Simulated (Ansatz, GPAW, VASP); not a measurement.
**Mg6CuSi: programs and potentials compared**

```
Cu Si Mg
1.0
     4.85119    0.00000    0.00000
     0.00000    3.09516    5.17320
     0.00000   -3.09516    5.17320
Cu Si Mg
1 1 6
Direct
  0.50000 0.83336 0.83336
  0.50000 0.33252 0.33252
  0.00000 0.16940 0.16940
  0.00000 0.67181 0.67181
  0.00000 0.66632 0.15805
  0.00000 0.15805 0.66632
  0.50000 0.83372 0.33481
  0.50000 0.33481 0.83372
```

The cell comes from a database or a generator and needn't be the stable form of this composition.

Alike in all runs: task single point; functional RPBE; k mesh 6 × 5 × 5; occupations gaussian, width 0.02 eV; no spin polarisation; no spin-orbit coupling. Pressure is positive in compression and, in plane waves, holds the error of the finite cutoff, which Ansatz's Pulay term estimates and takes out.

```json
{"program and potentials": "Ansatz, Ansatz PAW", "plane-wave cutoff (eV)": "420", "notes": "potentials made for PBE, which Ansatz adapts in part; 10.38 valence electrons an atom on average", "pressure (GPa)": "1.69", "largest force (eV/Å)": "0.086"}
{"program and potentials": "VASP, PBE PAW files Cu_GW, Mg_GW, Si_GW, 550 eV", "plane-wave cutoff (eV)": "550", "notes": "potentials made for PBE; 3.38 valence electrons an atom on average", "pressure (GPa)": "1.39", "largest force (eV/Å)": "0.092"}
{"program and potentials": "GPAW, the program's PAW data sets (release 1.2.1) made for this functional", "plane-wave cutoff (eV)": "800", "notes": "9.38 valence electrons an atom on average; this data set often lies off other programs", "pressure (GPa)": "1.58", "largest force (eV/Å)": "0.097"}
```

Force on atom 4 (Mg), eV/Å:

| program and potentials | x | y | z |
| --- | --- | --- | --- |
| Ansatz, Ansatz PAW | 0.000 | 0.000 | -0.086 |
| VASP, PBE PAW files Cu_GW, Mg_GW, Si_GW, 550 eV | 0.000 | 0.000 | -0.092 |
| GPAW, the program's PAW data sets (release 1.2.1) made for this functional | 0.000 | 0.000 | -0.097 |

The pressure spans 1.39 (VASP, PBE PAW files Cu_GW, Mg_GW, Si_GW, 550 eV) to 1.69 GPa (Ansatz, Ansatz PAW). Some sets were made for another functional than the one run, which can shift their rows.

The functional is the same throughout but for its coding, so the spread measures potentials, basis and numerics; runs on potential files found faulty are left out.
